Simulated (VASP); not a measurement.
These are PBE GGA, VASP's PBE PAW potentials (set 64) (plane waves; VASP) values and carry that method's errors.

Input for VASP

File POSCAR:
```
P
1.0
  1.6623170000  -5.1282310000   0.0000000000
  1.6623170000   5.1282310000   0.0000000000
  0.0000000000   0.0000000000   4.4100630000
P
4
Cartesian
  1.6623170000   4.0851488146   4.0546119222
  1.6623170000   1.0430821854   1.8495804222
  1.6623170000  -1.0430821854   2.5604825778
  1.6862011707  -4.0851488146   0.3554510778
```

KPOINTS:
```
kpoints
0
G
  6 6 5
```

INCAR:
```
! general
SYSTEM=P
PREC  =Accurate
ENCUT =400
LREAL =.FALSE.
LASPH =.TRUE.

! electronic loop
EDIFF =1E-6
NELM  =100
ALGO  =Normal
IMIX  =1
AMIX  =0.6
BMIX  =3.0

! smearing
ISMEAR=0
SIGMA =0.05

! functional
GGA   =PE

! ions
ISIF  =2

! output
LWAVE =.FALSE.
LCHARG=.FALSE.
```

POTCAR, in this order: P (PBE.64 set). Program: vasp_std.

The run wrote:

OUTCAR:
```
 ion  position               nearest neighbor table
   1  0.102  0.898  0.919-   4 2.20   3 2.24   3 2.24
   2  0.398  0.602  0.419-   3 2.20   4 2.22   4 2.25
   3  0.602  0.398  0.581-   2 2.20   1 2.24   1 2.24
   4  0.905  0.109  0.081-   1 2.20   2 2.22   2 2.25
  LATTYP: Found a base centered orthorhombic cell.
 ALAT       =     3.3246340000
 B/A-ratio  =     3.0849898064
 C/A-ratio  =     1.3264807495
 Subroutine PRICEL returns:
 Original cell was already a primitive cell.
 Subroutine GETGRP returns: Found  1 space group operations
The static configuration has the point symmetry C_1 .
The dynamic configuration has the point symmetry C_1 .
 Subroutine INISYM returns: Found  1 space group operations
 Subroutine IBZKPT returns following result:
 Found     92 irreducible k-points:

 Following reciprocal coordinates:
            Coordinates               Weight
  0.000000  0.000000  0.000000      1.000000
  0.166667  0.000000  0.000000      2.000000
  0.000000  0.166667  0.000000      2.000000
  0.333333  0.000000  0.000000      2.000000
  0.000000  0.333333  0.000000      2.000000
  0.500000  0.000000  0.000000      1.000000
  0.000000  0.500000  0.000000      1.000000
  0.166667  0.166667  0.000000      2.000000
  0.333333  0.166667  0.000000      2.000000
  0.166667  0.333333  0.000000      2.000000
  0.500000  0.166667  0.000000      2.000000
  0.166667  0.500000  0.000000      2.000000
 -0.333333  0.166667  0.000000      2.000000
  0.166667 -0.333333  0.000000      2.000000
 -0.166667  0.166667  0.000000      2.000000
  0.333333  0.333333  0.000000      2.000000
  0.500000  0.333333  0.000000      2.000000
  0.333333  0.500000  0.000000      2.000000
 -0.333333  0.333333  0.000000      2.000000
  0.500000  0.500000  0.000000      1.000000
  0.000000  0.000000  0.200000      2.000000
  0.166667  0.000000  0.200000      2.000000
 -0.166667 -0.000000  0.200000      2.000000
  0.000000  0.166667 -0.200000      2.000000
 -0.000000 -0.166667 -0.200000      2.000000
  0.333333  0.000000  0.200000      2.000000
 -0.333333 -0.000000  0.200000      2.000000
  0.000000  0.333333 -0.200000      2.000000
 -0.000000 -0.333333 -0.200000      2.000000
  0.500000  0.000000  0.200000      2.000000
  0.000000  0.500000 -0.200000      2.000000
  0.166667  0.166667  0.200000      2.000000
 -0.166667 -0.166667  0.200000      2.000000
  0.333333  0.166667  0.200000      2.000000
 -0.333333 -0.166667  0.200000      2.000000
  0.166667  0.333333 -0.200000      2.000000
 -0.166667 -0.333333 -0.200000      2.000000
  0.500000  0.166667  0.200000      2.000000
  0.500000 -0.166667  0.200000      2.000000
  0.166667  0.500000 -0.200000      2.000000
   k-points           NKPTS =     92   k-points in BZ     NKDIM =     92   number of bands    NBANDS=     14
   number of dos      NEDOS =    301   number of ions     NIONS =      4
   total plane-waves  NPLWV =  38880
   dimension x,y,z NGX =    36 NGY =   36 NGZ =   30
   dimension x,y,z NGXF=    72 NGYF=   72 NGZF=   60
   ions per type =               4
   PREC   = accura    normal or accurate (medium, high low for compatibility)
   ISTART =      0    job   : 0-new  1-cont  2-samecut
   ICHARG =      2    charge: 1-file 2-atom 10-const
   ISPIN  =      1    spin polarized calculation?
   LNONCOLLINEAR =      F non collinear calculations
   LSORBIT =      F    spin-orbit coupling
   INIWAV =      1    electr: 0-lowe 1-rand  2-diag
   ENCUT  =  400.0 eV  29.40 Ry    5.42 a.u.   8.79  8.79  7.19*2*pi/ulx,y,z
   NELM   =    100;   NELMIN=  2; NELMDL= -5     # of ELM steps
...
```

OSZICAR:
```
       N       E                     dE             d eps       ncg     rms          rms(c)
DAV:   1     0.559225358649E+02    0.55923E+02   -0.73301E+03  2576   0.987E+02
DAV:   2    -0.179903637993E+02   -0.73913E+02   -0.71620E+02  3376   0.163E+02
DAV:   3    -0.215293356117E+02   -0.35390E+01   -0.34870E+01  3484   0.390E+01
DAV:   4    -0.215765434687E+02   -0.47208E-01   -0.47156E-01  3258   0.524E+00
DAV:   5    -0.215776549836E+02   -0.11115E-02   -0.11110E-02  3550   0.702E-01    0.104E+01
DAV:   6    -0.214808743062E+02    0.96781E-01   -0.31403E-02  3062   0.112E+00    0.441E+00
DAV:   7    -0.214408922329E+02    0.39982E-01   -0.17145E-02  3392   0.829E-01    0.200E+00
DAV:   8    -0.214260919330E+02    0.14800E-01   -0.63981E-03  3256   0.524E-01    0.989E-01
DAV:   9    -0.214209612964E+02    0.51306E-02   -0.28380E-03  3386   0.355E-01    0.554E-01
DAV:  10    -0.214193862187E+02    0.15751E-02   -0.14012E-03  3224   0.253E-01    0.345E-01
DAV:  11    -0.214190368000E+02    0.34942E-03   -0.73412E-04  3320   0.185E-01    0.229E-01
DAV:  12    -0.214190592477E+02   -0.22448E-04   -0.39457E-04  3116   0.138E-01    0.157E-01
DAV:  13    -0.214191608149E+02   -0.10157E-03   -0.21699E-04  3188   0.103E-01    0.111E-01
DAV:  14    -0.214192537648E+02   -0.92950E-04   -0.11992E-04  3122   0.769E-02    0.795E-02
DAV:  15    -0.214193202366E+02   -0.66472E-04   -0.66672E-05  3176   0.576E-02    0.576E-02
DAV:  16    -0.214193630966E+02   -0.42860E-04   -0.37034E-05  3080   0.431E-02    0.420E-02
DAV:  17    -0.214193892070E+02   -0.26110E-04   -0.20641E-05  3184   0.322E-02    0.308E-02
DAV:  18    -0.214194045539E+02   -0.15347E-04   -0.11439E-05  3068   0.241E-02    0.227E-02
DAV:  19    -0.214194133490E+02   -0.87951E-05   -0.63639E-06  2996   0.179E-02    0.168E-02
DAV:  20    -0.214194182874E+02   -0.49384E-05   -0.35088E-06  2768   0.133E-02    0.124E-02
DAV:  21    -0.214194210005E+02   -0.27131E-05   -0.18811E-06  1680   0.100E-02    0.919E-03
DAV:  22    -0.214194224695E+02   -0.14689E-05   -0.13163E-06  1546   0.815E-03    0.684E-03
DAV:  23    -0.214194232661E+02   -0.79660E-06   -0.68532E-07  1558   0.568E-03
   1 F= -.21419423E+02 E0= -.21419182E+02  d E =-.482589E-03
```

**OUTCAR**
```
------------------------ aborting loop because EDIFF is reached ----------------------------------------
  FORCE on cell =-STRESS in cart. coord.  units (eV):
  Direction    XX          YY          ZZ          XY          YZ          ZX
  --------------------------------------------------------------------------------------
  Total        0.5005075      2.8884921      0.4266057     -0.0847534     -0.0008655      0.2740929
  in kB       10.6651001     61.5496456      9.0903593     -1.8059750     -0.0184432      5.8405278
  external PRESSURE =      27.1017017 kB  Pullay stress =       0.0000000 kB
  volume of cell :       75.19
      direct lattice vectors                 reciprocal lattice vectors
     1.662317000 -5.128231000  0.000000000     0.300784989 -0.097499508  0.000000000
     1.662317000  5.128231000  0.000000000     0.300784989  0.097499508  0.000000000
     0.000000000  0.000000000  4.410063000     0.000000000  0.000000000  0.226754130
 POSITION                                       TOTAL-FORCE (eV/Angst)
 -----------------------------------------------------------------------------------
      1.66232      4.08515      4.05461         0.024274     -0.384896     -0.167734
      1.66232      1.04308      1.84958         0.211187      0.384959     -0.160064
      1.66232     -1.04308      2.56048         0.018113     -0.385307      0.168218
      1.68620     -4.08515      0.35545        -0.253574      0.385243      0.159579
 -----------------------------------------------------------------------------------
    total drift:                               -0.000001      0.000002     -0.000016
  FREE ENERGIE OF THE ION-ELECTRON SYSTEM (eV)
  ---------------------------------------------------
  free  energy   TOTEN  =       -21.4194232661 eV

  energy  without entropy=      -21.4189406772  energy(sigma->0) =      -21.41918197
```
(Selected blocks of OUTCAR.)

The compound is P in the black structure. The cell was not relaxed at this level, atoms are displaced from their ideal sites. The k-mesh is coarse (spacing up to 0.33 per Å, 2π included), so the numbers may not be converged in it. The run is one of a series of settings (AMIX = 0.6, BMIX = 3.0, IMIX = 1 against the base run), some of them coarse on purpose.
